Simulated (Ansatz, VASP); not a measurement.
**Si13Ge22O70 (glassy 63GeO2-37SiO2 (mol %)): VASP beside Ansatz**

Wanted: the spread between two codes on one cell, functional and k mesh. Of the first pair: The cell is taken from a series of runs on this material, whose earlier steps may have relaxed, scaled, displaced or heated it; both programs get it as it stands.

Method: plane waves, with VASP 6.6.1 beside it; single point at PBE, in Ansatz 0.2.0.

## (1) Set-up

The cell holds 105 atoms: 22 Ge, 13 Si and 70 O. Cell: a = 11.919 Å, b = 11.812 Å, c = 11.435 Å, α = 92.2°, β = 90.9°, γ = 90.3°. As first built, before any earlier steps moved the atoms (in the runner's words): 105 atoms (22 Ge, 13 Si, 70 O) placed at random at 3.15 g/cm^3, melted at 4000 K for 10 ps at fixed volume with the Morse and Coulomb pair potential with partial charges (Pedone, Malavasi, Menziani, Cormack and Segre, J. Phys. Chem. B 110, 11780 (2006)). Quenched from 4000 K to 300 K at 25 K/ps and fixed volume, held 10 ps at zero pressure, then minimised at fixed cell.

## (2) VASP: single point, PBE, pair 1

With cell and atoms fixed, the geometry can't cause a difference; cores, projectors, grids and the points listed under the comparison can.

Lines of VASP's logs that name or quote its potential files are left out, and so is its time.

INCAR

```
SYSTEM = Si13Ge22O70
PREC = Accurate
ENCUT = 600
EDIFF = 1E-06
NELM = 120
ISMEAR = 0
SIGMA = 0.01
LREAL = Auto
ALGO = Normal
GGA = PE
NBANDS = 464
LORBIT = 11
LWAVE = .FALSE.
LCHARG = .FALSE.
ISIF = 2
LASPH = .TRUE.
GGA_COMPAT = .FALSE.
EFERMI = MIDGAP
NCORE = 2
```

POSCAR

```
Si13Ge22O70
1.0
   11.9183600000     -0.0334400000     -0.0907000000
   -0.0334400000     11.8094700000     -0.2256900000
   -0.0907000000     -0.2256900000     11.4323800000
Ge Si O
22 13 70
Direct
    0.5649100000      0.2953000000      0.4245000000
    0.0580900000      0.6243300000      0.2455600000
    0.7427400000      0.7780900000      0.7827400000
    0.6903300000      0.1358400000      0.2334000000
    0.7455200000      0.3916100000      0.6156300000
    0.1591000000      0.7858900000      0.6302600000
    0.9153900000      0.6140800000      0.6312200000
    0.0847800000      0.8480400000      0.8934500000
    0.8220400000      0.6707900000      0.3579800000
    0.2321100000      0.2097600000      0.7304400000
    0.4363100000      0.7541300000      0.9929200000
    0.6349400000      0.3763700000      0.8582300000
    0.2461100000      0.3783700000      0.9550600000
    0.8526400000      0.4149300000      0.0293000000
    0.8589900000      0.1525800000      0.6078600000
    0.4400900000      0.9256800000      0.3371800000
    0.0595200000      0.5854900000      0.9737900000
    0.3290100000      0.5857500000      0.6089500000
    0.0435500000      0.2196200000      0.0372000000
    0.1049800000      0.4375300000      0.6483800000
    0.5806900000      0.1401800000      0.9679500000
    0.1828900000      0.8485500000      0.3672100000
    0.9197100000      0.2014300000      0.3530700000
    0.3423300000      0.4489200000      0.3663600000
    0.4143500000      0.5261800000      0.1264300000
    0.1361600000      0.9920900000      0.1368300000
    0.5217900000      0.6081900000      0.7889000000
    0.6927900000      0.8791900000      0.3015100000
    0.6931800000      0.7754100000      0.0440400000
    0.6724900000      0.5468500000      0.1697900000
[... 69 atom lines left out ...]
    0.0457700000      0.0981200000      0.1257100000
    0.4211600000      0.6780100000      0.8586500000
    0.7235600000      0.1004200000      0.6242300000
    0.1228000000      0.6328300000      0.1081500000
    0.3646000000      0.4467600000      0.0171700000
    0.5694400000      0.8182100000      0.0024700000
```

KPOINTS

```
Automatic mesh
0
Gamma
1 1 1
0 0 0
```

PAW data sets: Ge_d, Si and O (PBE family, release 64).

On the command line:

```console
> mpirun -np 8 vasp_gam
```

Numbers of over 12 decimals in the logs are rounded to 6 here.

What it wrote:

```text
[banner, memory and clock lines left out]
running    8 mpi-ranks, on    1 nodes
[...]
LDA part: xc-table for (Slater+PW92), standard interpolation
 POSCAR, INCAR and KPOINTS ok, starting setup
[...]
entering main loop
       N       E                     dE             d eps       ncg     rms          rms(c)
DAV:   1     0.269009287355E+05    0.26901E+05   -0.27831E+05  1248   0.415E+03
DAV:   2     0.606777898363E+04   -0.20833E+05   -0.19620E+05   936   0.126E+03
DAV:   3     0.663277782425E+02   -0.60015E+04   -0.56454E+04  1024   0.407E+02
DAV:   4    -0.783815419186E+03   -0.85014E+03   -0.83431E+03  1072   0.175E+02
[...]
DAV:  17    -0.723608694753E+03   -0.25339E-05   -0.16276E-04  1320   0.462E-02    0.111E-02
DAV:  18    -0.723608696649E+03   -0.18953E-05   -0.48496E-05  1288   0.257E-02    0.760E-03
DAV:  19    -0.723608696699E+03   -0.50437E-07   -0.78953E-06   808   0.170E-02
   1 F= -.72360870E+03 E0= -.72360870E+03  d E =0.000000E+00
```

From OUTCAR (step 2):

```text
  FREE ENERGIE OF THE ION-ELECTRON SYSTEM (eV)
  ---------------------------------------------------
  free  energy   TOTEN  =      -723.6086966992 eV

  energy  without entropy=     -723.6086966992  energy(sigma->0) =     -723.60869670
```

The run ends at a pressure of -0.35 GPa, with forces up to 0.11 eV/Å.

## (3) Ansatz: single point, PBE, pair 1

Ansatz runs on its default PAW (the set named soft_2) files.

The same cell, functional and mesh now go to Ansatz, which takes its cutoff from its data sets.

input.yaml

```yaml
crystal:
  lattice:
    - [11.91836, -0.03344, -0.0907]
    - [-0.03344, 11.80947, -0.22569]
    - [-0.0907, -0.22569, 11.43238]
  atoms:
    - { symbol: Ge, position: [0.56491, 0.2953, 0.4245] }
    - { symbol: Ge, position: [0.05809, 0.62433, 0.24556] }
    - { symbol: Ge, position: [0.74274, 0.77809, 0.78274] }
    - { symbol: Ge, position: [0.69033, 0.13584, 0.2334] }
    - { symbol: Ge, position: [0.74552, 0.39161, 0.61563] }
    - { symbol: Ge, position: [0.1591, 0.78589, 0.63026] }
    - { symbol: Ge, position: [0.91539, 0.61408, 0.63122] }
    - { symbol: Ge, position: [0.08478, 0.84804, 0.89345] }
    - { symbol: Ge, position: [0.82204, 0.67079, 0.35798] }
    - { symbol: Ge, position: [0.23211, 0.20976, 0.73044] }
    - { symbol: Ge, position: [0.43631, 0.75413, 0.99292] }
    - { symbol: Ge, position: [0.63494, 0.37637, 0.85823] }
    - { symbol: Ge, position: [0.24611, 0.37837, 0.95506] }
    - { symbol: Ge, position: [0.85264, 0.41493, 0.0293] }
    - { symbol: Ge, position: [0.85899, 0.15258, 0.60786] }
    - { symbol: Ge, position: [0.44009, 0.92568, 0.33718] }
    - { symbol: Ge, position: [0.05952, 0.58549, 0.97379] }
    - { symbol: Ge, position: [0.32901, 0.58575, 0.60895] }
    - { symbol: Ge, position: [0.04355, 0.21962, 0.0372] }
    - { symbol: Ge, position: [0.10498, 0.43753, 0.64838] }
    - { symbol: Ge, position: [0.58069, 0.14018, 0.96795] }
    - { symbol: Ge, position: [0.18289, 0.84855, 0.36721] }
    - { symbol: Si, position: [0.91971, 0.20143, 0.35307] }
    - { symbol: Si, position: [0.34233, 0.44892, 0.36636] }
    - { symbol: Si, position: [0.41435, 0.52618, 0.12643] }
    - { symbol: Si, position: [0.13616, 0.99209, 0.13683] }
    - { symbol: Si, position: [0.52179, 0.60819, 0.7889] }
    - { symbol: Si, position: [0.69279, 0.87919, 0.30151] }
    - { symbol: Si, position: [0.69318, 0.77541, 0.04404] }
    - { symbol: Si, position: [0.67249, 0.54685, 0.16979] }
[... 69 atom lines left out ...]
    - { symbol: O, position: [0.04577, 0.09812, 0.12571] }
    - { symbol: O, position: [0.42116, 0.67801, 0.85865] }
    - { symbol: O, position: [0.72356, 0.10042, 0.62423] }
    - { symbol: O, position: [0.1228, 0.63283, 0.10815] }
    - { symbol: O, position: [0.3646, 0.44676, 0.01717] }
    - { symbol: O, position: [0.56944, 0.81821, 0.00247] }
kpoints:
  mp_grid: { grid: [1, 1, 1] }
hamiltonian:
  xc: pbe
scf:
  occupations: { method: fixed }
output:
  forces: true
  stress: true
  populations: intrinsic
  dos:
    method: { smearing: { sigma: 0.08 } }
    de: 0.1
    projected: { site_lists: { Ge: [Ge], O: [O], Si: [Si] } }
  eigenvalues: true
  write_density: true
  write_potential: true
  volumetric_format: npy
  elf: true
```

On the command line:

```console
> ansatz run input.yaml --threads 4 --pin off --max-ram 12288MiB --backend cpu --events-out ev --progress --plain --runs-dir out
```

What it wrote:

```text
Engine: ansatz 0.2.0, x86_64-unknown-linux-gnu
Pseudopotentials: kind: paw
Pseudopotential: Ge, paw, valence charge 14, recommended cutoff 420 eV (normal), Ge.paw.azcp
Pseudopotential: Si, paw, valence charge 4, recommended cutoff 420 eV (normal), Si.paw.azcp
Pseudopotential: O, paw, valence charge 6, recommended cutoff 420 eV (normal), O.paw.azcp
Functional definition: PBE
  parameter kappa = 0.804
  parameter beta = 0.066725
  exchange = pbe_x(kappa = kappa, mu = beta*pi^2/3)
  correlation = pbe_c(beta = beta)
Crystal: 105 atoms, lattice volume = 1608.384 Å³
Basis set: ecut = 420 eV, 31435 PW (Γ), exchange–correlation on 160×160×160 points (8 copies of the dense FFT grid, shifted against one another)
Bands: 495, of which v1, the nominal top of the filled ones, is band 390 counted from 1 (389 counted from 0)
Symmetry: 1 space group operations
Space group: P1 (ITA 1), of the structure as read, at distance tolerance 1.2e-4 Å
k-points: 1
Non-local potential: Ge, projectors of the file, l = 0: 2, l = 1: 2, l = 2: 3, l = 3: 1
Non-local potential: Si, projectors of the file, l = 0: 2, l = 1: 2, l = 2: 2
Non-local potential: O, projectors of the file, l = 0: 2, l = 1: 2, l = 2: 1
PAW form: soft (Blöchl's): semilocal exchange-correlation on the pseudo side does not see the compensation charge
PAW one-centre angular grid: Ge, 590 points (default); XC on 64 Gauss nodes
PAW one-centre angular grid: Si, 110 points (default); XC on 64 Gauss nodes
PAW one-centre angular grid: O, 110 points (default); XC on 64 Gauss nodes
Initial density: superposition of atomic densities (neutral atoms: chi_scale 0, normalization atom), corrected by the library's trained network
Initial wavefunctions: pseudopotential atomic-orbital guess
Functional: x = pbe(κ = 0.804, μ = 0.219515), c = pbe(β = 0.066725)
SCF iter   1: F=—  HF=-142507.616351 eV  |F-HF|=—  |Δ(HF+E_count)|=         —  Δρ=2.36e-3  dr2=1.06e-1  ethr=1.77e-3  ⟨swp⟩=5.0  Hψ=1792  notcnv=0  defer=103
preconditioner: auto → Resta (q_TF=auto, 2.418 Å⁻¹)  ε∞=2.7  [insulator: Δε(μ)=2.605 eV  Ē_g=19.697 eV  n_scr=390 (ndim 8)  ℏωp=25.9 eV  f_vac=0.246  ε∞_Penn≈2.7]
SCF iter   2: F=—  HF=-142507.612936 eV  |F-HF|=—  |Δ(HF+E_count)|=   3.42e-3  Δρ=1.24e-3  dr2=1.96e-2  ethr=1.36e-5  ⟨swp⟩=2.0  Hψ=852  notcnv=0  defer=103
SCF iter   3: F=—  HF=-142507.613984 eV  |F-HF|=—  |Δ(HF+E_count)|=   1.05e-3  Δρ=5.15e-4  dr2=5.47e-3  ethr=2.51e-6  ⟨swp⟩=2.0  Hψ=677  notcnv=0  defer=103
SCF iter   4: F=—  HF=-142507.614062 eV  |F-HF|=—  |Δ(HF+E_count)|=   7.77e-5  Δρ=1.83e-4  dr2=5.92e-4  ethr=7.01e-7  ⟨swp⟩=2.0  Hψ=611  notcnv=0  defer=103
SCF iter   5: F=—  HF=-142507.614015 eV  |F-HF|=—  |Δ(HF+E_count)|=   4.63e-5  Δρ=1.06e-4  dr2=1.69e-4  ethr=7.59e-8  ⟨swp⟩=2.0  Hψ=675  notcnv=0  defer=102
SCF iter   6: F=—  HF=-142507.613989 eV  |F-HF|=—  |Δ(HF+E_count)|=   2.62e-5  Δρ=3.01e-5  dr2=1.40e-5  ethr=2.16e-8  ⟨swp⟩=2.0  Hψ=675  notcnv=0  defer=100
SCF iter   7: F=—  HF=-142507.614692 eV  |F-HF|=—  |Δ(HF+E_count)|=   7.03e-4  Δρ=1.48e-5  dr2=3.13e-6  ethr=1.79e-9  ⟨swp⟩=2.0  Hψ=809  notcnv=0  defer=100
SCF iter   8: F=—  HF=-142507.614693 eV  |F-HF|=—  |Δ(HF+E_count)|=   7.45e-7  Δρ=5.57e-6  dr2=5.04e-7  ethr=4.02e-10  ⟨swp⟩=2.0  Hψ=675  notcnv=0  defer=100
SCF iter   9: F=-142507.614693 eV  HF=-142507.614693 eV  |F-HF|=2.06e-8  |Δ(HF+E_count)|=   5.55e-8  Δρ=2.14e-6  dr2=7.12e-8  ethr=1.28e-11  ⟨swp⟩=19.0  Hψ=4136  notcnv=0
SCF 1 converged in 9 iterations: F = -142507.614693 eV  dr2 = 7.12e-8
  greatest PAW one-centre occupation: 0.999 electrons in one spin orbital (limit 2), on the Ge atom at site 6 (counted from 0), in its partial waves of l = 2
[...]
atom  84  O     -0.00099304     0.00180096     0.00331658
  atom  85  O     -0.00215185    -0.00565747     0.00168272
  atom  86  O      0.00410205     0.00599613    -0.00204077
  atom  87  O      0.00343176     0.00323739    -0.00516358
  atom  88  O      0.00161469     0.00093858     0.00087584
  atom  89  O     -0.00157323    -0.00362502     0.00384092
  atom  90  O      0.00306226    -0.00049084    -0.00171797
  atom  91  O      0.00041962    -0.00148221     0.00284377
  atom  92  O      0.00042302     0.00658287    -0.00125763
  atom  93  O     -0.00072092     0.00161802     0.01336168
  atom  94  O     -0.00246419    -0.00247770    -0.00158503
  atom  95  O     -0.00825594     0.00468887    -0.00186598
  atom  96  O      0.00176642     0.00074519     0.00240841
  atom  97  O      0.00267274    -0.00340246     0.00516665
  atom  98  O     -0.00273961     0.00006666     0.00073228
  atom  99  O      0.00321305    -0.00168843    -0.00377132
  atom 100  O     -0.00160992    -0.00047671     0.00119324
  atom 101  O      0.00539578    -0.00298082    -0.00162917
  atom 102  O     -0.00315252     0.00097066     0.00037201
  atom 103  O     -0.00185456    -0.00400246     0.00824745
  atom 104  O     -0.00100902     0.00010597    -0.00311075
  atom 105  O      0.00143654     0.00231148    -0.00157104
  max |Σ_I F_I| component: 4.96e-5 eV/Å
--- Stress (GPa, compression-positive) ---
       -0.004856      -0.003898      -0.002813
       -0.003898      -0.006734      -0.004965
       -0.002813      -0.004965      -0.007302
  P = ⅓ Tr σ = -0.0063 GPa (-0.063 kbar)
--- Band table (eV) ---
  k-point 0: bands = [... 386 lower, 2.2576, 2.3157, 2.3971, 2.8294, 5.4092, 6.2326, 6.6800, 6.6865, ... 101 higher]
--- intrinsic populations: 105 sites ---
  site symbol       q [e]
     0     Ge     12.3786
     1     Ge     12.4091
     2     Ge     12.3737
     3     Ge     12.3936
     4     Ge     12.4574
     5     Ge     12.4504
     6     Ge     12.4501
     7     Ge     12.4024
     8     Ge     12.4147
     9     Ge     12.3983
    10     Ge     12.3873
    11     Ge     12.4203
    12     Ge     12.4125
    13     Ge     12.4113
    14     Ge     12.3775
    15     Ge     12.3919
    16     Ge     12.4225
    17     Ge     12.4002
    18     Ge     12.4239
    19     Ge     12.4367
    20     Ge     12.3844
    21     Ge     12.4111
    22     Si      2.2125
    23     Si      2.2432
[...]
97      O      6.8307
    98      O      6.8355
    99      O      6.8379
   100      O      6.8324
   101      O      6.8370
   102      O      6.7919
   103      O      6.8249
   104      O      6.8638
  spilling = -0.000000 (of n_electrons = 780.000000)
```

The column dr2 measures how far the density is from self-consistency, as an energy; F and HF (Harris–Foulkes) agree once it is small.

## (4) Differences

Known differences besides the potentials themselves: fixed occupations in Ansatz, narrow Gaussian smearing in VASP; the cutoff is 420 eV in Ansatz and 600 eV in VASP (PREC = Accurate, projectors in real space). Total energies have different zeros and are not compared.

Both answers:

```csv
quantity,Ansatz,VASP,difference
pressure (GPa),-0.01,-0.35,+0.34
gap on the k mesh (eV),2.580,2.558,+0.022
```

Forces on 8 of the 105 atoms, those with the largest forces and the largest differences (eV/Å; atoms numbered as in POSCAR):

```csv
atom,"Ansatz x, y, z","VASP x, y, z"
Si35,"0.014, -0.008, -0.012","-0.018, -0.084, -0.050"
O43,"0.007, 0.003, -0.001","-0.016, -0.015, 0.088"
O44,"0.003, 0.002, -0.003","0.071, 0.055, 0.020"
O47,"0.011, -0.002, -0.001","0.080, -0.076, 0.024"
O56,"-0.005, -0.004, -0.004","-0.071, 0.046, -0.046"
O81,"-0.010, -0.002, 0.008","0.021, 0.053, -0.067"
O89,"-0.002, -0.004, 0.004","-0.003, 0.017, 0.095"
O93,"-0.001, 0.002, 0.013","0.013, 0.001, 0.105"
```

The forces differ by 31 meV/Å r.m.s., where the r.m.s. force is 0.005 eV/Å in Ansatz and 0.031 eV/Å in VASP: the atoms lie near their places of rest in Ansatz, so a percentage would say little (all taken over all components). A gap on the mesh is an upper bound, since the band edges may lie between its points.

## (5) Ansatz: relaxation, PBE

The two programs are compared at the cell with which this relaxation starts, whose forces are those of its first step. The cell compared in this pair holds 1447.55 Å³, against 1608.38 Å³ for the pair before.

The structure compared here is the start of the Ansatz relaxation; VASP solves that cell, so the two are compared at the walk's first step.

input.yaml, as its differences from that of step 3:

```diff
@@ -2,5 +2,5 @@
   lattice:
-    - [11.91836, -0.03344, -0.0907]
-    - [-0.03344, 11.80947, -0.22569]
-    - [-0.0907, -0.22569, 11.43238]
+    - [11.50705, -0.03229, -0.08757]
+    - [-0.03229, 11.40192, -0.2179]
+    - [-0.08757, -0.2179, 11.03784]
   atoms:
@@ -51,12 +51,6 @@
   forces: true
+  eigenvalues: true
   stress: true
-  populations: intrinsic
-  dos:
-    method: { smearing: { sigma: 0.08 } }
-    de: 0.1
-    projected: { site_lists: { Ge: [Ge], O: [O], Si: [Si] } }
-  eigenvalues: true
-  write_density: true
-  write_potential: true
-  volumetric_format: npy
-  elf: true
+relax:
+  f_tol: 0.05
+  max_steps: 70
```

What it wrote:

```text
Warning: output.stress: scf.convergence.dr2_threshold = 1e-7 eV (the SCF's general default) is looser than the 1.05e-8 eV advised for a printed stress (1e-10 eV for each atom of the cell: 105). What an SCF threshold leaves in a stress goes as its square root, and in the free energy as the threshold itself, and one threshold admits the most on a small cell: [figures from the program's tests cut] Every solve of this ru [...]
[...]
Crystal: 105 atoms, lattice volume = 1447.545 Å³
[...]
- { symbol: O, position: [0.751109, 0.442108, 0.150443] }
    - { symbol: O, position: [0.690049, 0.606212, 0.317762] }
    - { symbol: O, position: [0.108654, 0.954330, 0.298341] }
    - { symbol: O, position: [0.037232, 0.263127, 0.343006] }
    - { symbol: O, position: [0.405155, 0.677141, 0.109070] }
    - { symbol: O, position: [0.884269, 0.295864, 0.591031] }
    - { symbol: O, position: [0.922375, 0.087046, 0.422845] }
[...]
- { symbol: O, position: [0.727755, 0.109548, 0.592476] }
    - { symbol: O, position: [0.127218, 0.633491, 0.109327] }
    - { symbol: O, position: [0.363827, 0.460316, 0.00804894] }
    - { symbol: O, position: [0.568188, 0.836486, -0.0032328] }
```

## (6) VASP: single point, PBE, start cell, pair 2

The same cell, functional and mesh now go to VASP, with its own data sets.

INCAR, as its differences from that of step 2:

```diff
@@ -2,3 +2,3 @@
 PREC = Accurate
-ENCUT = 600
+ENCUT = 520
 EDIFF = 1E-06
```

POSCAR

```
Si13Ge22O70
1.0
   11.5070500000     -0.0322900000     -0.0875700000
   -0.0322900000     11.4019200000     -0.2179000000
   -0.0875700000     -0.2179000000     11.0378400000
Ge Si O
22 13 70
Direct
    0.5649065724      0.2952957406      0.4244955363
    0.0580916208      0.6243319414      0.2455579183
    0.7427420029      0.7780920023      0.7827426530
    0.6903268260      0.1358410605      0.2334017967
    0.7455217261      0.3916111071      0.6156292715
    0.1590996871      0.7858913562      0.6302571958
    0.9153870290      0.6140807829      0.6312166733
    0.0847760603      0.8480430727      0.8934458576
    0.8220358978      0.6707859601      0.3579821726
    0.2321131288      0.2097591351      0.7304357249
    0.4363065451      0.7541314451      0.9929236704
    0.6349418972      0.3763673773      0.8582306242
    0.2461058387      0.3783708632      0.9550599120
    0.8526393563      0.4149314863      0.0292973262
    0.8589914116      0.1525786597      0.6078606655
    0.4400882034      0.9256758561      0.3371803988
    0.0595182850      0.5854899649      0.9737856573
    0.3290104211      0.5857533689      0.6089458718
    0.0435514656      0.2196219060      0.0371965362
    0.1049796932      0.4375291277      0.6483814468
    0.5806866294      0.1401840272      0.9679517757
    0.1828927832      0.8485518989      0.3672109199
    0.9197077134      0.2014337353      0.3530700948
    0.3423273268      0.4489229092      0.3663577209
    0.4143513697      0.5261770815      0.1264322309
    0.1361614551      0.9920883284      0.1368292805
    0.5217864005      0.6081913499      0.7888968974
    0.6927920287      0.8791913789      0.3015122161
    0.6931832468      0.7754113665      0.0440361695
    0.6724856917      0.5468475881      0.1697929723
[... 69 atom lines left out ...]
    0.0457699352      0.0981212420      0.1257119773
    0.4211578725      0.6780084915      0.8586479642
    0.7235569786      0.1004202122      0.6242293283
    0.1228033841      0.6328259881      0.1081503877
    0.3645964075      0.4467592571      0.0171660895
    0.5694366585      0.8182065048      0.0024690307
```

KPOINTS is that of step 2.

On the command line:

```console
> mpirun -np 8 vasp_gam
```

What it wrote:

```text
[... set-up lines as in an earlier step ...]
 entering main loop
       N       E                     dE             d eps       ncg     rms          rms(c)
DAV:   1     0.265185735057E+05    0.26519E+05   -0.24947E+05  1184   0.402E+03
DAV:   2     0.551307884914E+04   -0.21005E+05   -0.19944E+05   952   0.113E+03
DAV:   3    -0.708644220691E+02   -0.55839E+04   -0.52533E+04  1032   0.390E+02
DAV:   4    -0.794431933297E+03   -0.72357E+03   -0.71137E+03  1072   0.163E+02
[...]
DAV:  17    -0.714997669002E+03   -0.11625E-05   -0.18866E-04  1328   0.545E-02    0.932E-03
DAV:  18    -0.714997676833E+03   -0.78315E-05   -0.93758E-05  1336   0.337E-02    0.951E-03
DAV:  19    -0.714997676572E+03    0.26195E-06   -0.95082E-06   840   0.226E-02
   1 F= -.71499768E+03 E0= -.71499768E+03  d E =0.000000E+00
```

From OUTCAR (step 6):

```text
  FREE ENERGIE OF THE ION-ELECTRON SYSTEM (eV)
  ---------------------------------------------------
  free  energy   TOTEN  =      -714.9976765715 eV

  energy  without entropy=     -714.9976765715  energy(sigma->0) =     -714.99767657

[... 2 further parts left out ...]
[key lines of the parts left out:]
E-fermi :   3.1230
```

The run ends at a pressure of 18.12 GPa, with forces up to 1.9 eV/Å.

(Continued in part 2 of 2.)

[Lines on the potential files, build, host, timing and source positions are cut from VASP's logs without a mark.]

[Logs are printed without paths, hosts, clocks, repeated set-up lines and the standing remarks that a program may print on its own settings, such as how far it seeks lower states.]

[Hosts, paths, dates, database ids (printed as entryN), source tags and the programs' standing remarks are cut or masked in the printed files.]
